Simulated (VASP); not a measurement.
A convergence study with VASP on NbRu3 (space group Pm-3m): one setting is varied, all else stays as given below, so the limit is that of these other settings. Each run relaxes cell and ions; the cell shown is the tightest run's result. The basis is that of the starting cell, so low cut-offs carry a Pulay error.

```yaml
crystal:
  lattice:
    - [3.85075, 0.00000, 0.00000]
    - [0.00000, 3.85075, 0.00000]
    - [0.00000, 0.00000, 3.85075]
  atoms:
    - { symbol: Nb, position: [0.00000, 0.00000, 0.00000] }
    - { symbol: Ru, position: [0.00000, 0.50000, 0.50000] }
    - { symbol: Ru, position: [0.50000, 0.00000, 0.50000] }
    - { symbol: Ru, position: [0.50000, 0.50000, 0.00000] }
```

Level of theory: PBEsol GGA, VASP's PBE PAW potentials (set 64) (plane waves; VASP). The tightest run used: 700 eV cut-off, 7×7×7 Γ-centred mesh, first-order Methfessel-Paxton smearing of 0.10 eV, potentials Nb_sv Ru_pv.

The reference is ENCUT = 700, which took about 5 core-minutes. Times come from single runs on busy shared machines, so they are rough: good to a factor of about 2.

Of the settings ENCUT = 200; ENCUT = 250; ENCUT = 300; ENCUT = 350; ENCUT = 400; ENCUT = 450; ENCUT = 500; ENCUT = 550; ENCUT = 600; ENCUT = 650; ENCUT = 700, which is the lowest that keeps the difference from the reference in relaxed volume (Å³/atom) within 0.1 from there on, and what does it cost?

ENCUT = 300; its cost over the reference is about 1/4.
| setting | difference in relaxed volume (Å³/atom) | cost over the reference |
|---|---|---|
| ENCUT = 200 | 1.452 | about 1/3 |
| ENCUT = 250 | 0.173 | about 1/4 |
| ENCUT = 300 | 0.048 | about 1/4 |
| ENCUT = 350 | 0.063 | about 1/3 |
| ENCUT = 400 | 0.027 | about 1/3 |
| ENCUT = 450 | 0.006 | about 1/2 |
| ENCUT = 500 | 0.004 | within a factor of 2 |
| ENCUT = 550 | 0.005 | within a factor of 2 |
| ENCUT = 600 | 0.004 | within a factor of 2 |
| ENCUT = 650 | 0.001 | within a factor of 2 |
| ENCUT = 700 | 0.000 | reference |

Left out are rungs that failed or repeat a setting and relaxations that didn't move; long series are thinned to 24 rows.

The structure comes from a computed database's NbRu3 entry (Pm-3m); how it stands against other phases isn't given here. The electron count is odd and the run is not spin-polarised, which forces a metal.
